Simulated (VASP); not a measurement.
VASP ran on this input.

**KPOINTS**
```
Automatic mesh
0
Gamma
8 8 8
0 0 0
```

**INCAR**
```
NELM=100   # most electronic steps
LASPH=T   # aspherical one-centre terms
ALGO=Normal   # blocked Davidson
ISMEAR=1   # Methfessel-Paxton
LMAXMIX=6   # l cut-off of mixed one-centre charges
PREC=Accurate
LREAL=F
EDIFF=1E-6
SYSTEM=HfGe2
LWAVE=F
ISIF=3   # ions, shape and volume
ENCUT=400   # plane-wave cut-off (eV)
NSW=60   # most ionic steps
SIGMA=0.1
LCHARG=F
IBRION=2   # conjugate gradients
EDIFFG=-0.02   # ionic stop
```

**POSCAR**
```
HfGe2
1
    1.8802721282    -7.2993869764     0.0000000000
    1.8802721282     7.2993869764    -0.0000000000
    0.0000000000     0.0000000000     3.6989204543
Ge Hf
4 2
Direct
  0.9392901162   0.0607098838   0.2500000000
  0.0607098838   0.9392901162   0.7500000000
  0.2501357123   0.7498642877   0.2500000000
  0.7498642877   0.2501357123   0.7500000000
  0.6046521662   0.3953478338   0.2500000000
  0.3953478338   0.6046521662   0.7500000000
```

POTCAR, in this order: Ge_d Hf_pv (LDA.64 set). Program: vasp_std.

### Question
Write an equivalent input for Ansatz.

### Answer
One equivalent input (not run):
Ansatz 0.2 input:
```yaml
crystal:
  lattice:
    - [1.8802721, -7.2993870, 0.0000000]
    - [1.8802721, 7.2993870, 0.0000000]
    - [0.0000000, 0.0000000, 3.6989205]
  atoms:
    - { symbol: Ge, position: [0.9392901, 0.0607099, 0.2500000] }
    - { symbol: Ge, position: [0.0607099, 0.9392901, 0.7500000] }
    - { symbol: Ge, position: [0.2501357, 0.7498643, 0.2500000] }
    - { symbol: Ge, position: [0.7498643, 0.2501357, 0.7500000] }
    - { symbol: Hf, position: [0.6046522, 0.3953478, 0.2500000] }
    - { symbol: Hf, position: [0.3953478, 0.6046522, 0.7500000] }
kpoints:
  mp_grid: { grid: [8, 8, 8] }
hamiltonian:
  xc: lda
  pseudopotentials: { kind: paw }
scf:
  occupations: { method: methfessel_paxton, width: 0.1 }
  max_iter: 100
relax:
  max_steps: 60
  f_tol: 0.02
  cell: {}
output: { forces: true, stress: true, eigenvalues: true }
```
What does not carry over: each code has its own PAW files, so the cut-off isn't converted (ENCUT is set for VASP's; basis.ecutwfc is left out, and Ansatz then takes the one that its files recommend); Ansatz stops its SCF on the density residual and VASP on the energy change (EDIFF); Ansatz's lda is the Perdew-Wang form, while the LDA potentials of VASP carry Perdew-Zunger's.

The structure was generated: HfGe2 was put into the C49 type (Cmcm), which need not be its known phase. This run relaxes it. Symmetry was kept, so distortions that lower it aren't found. The start is the result of an earlier pass.
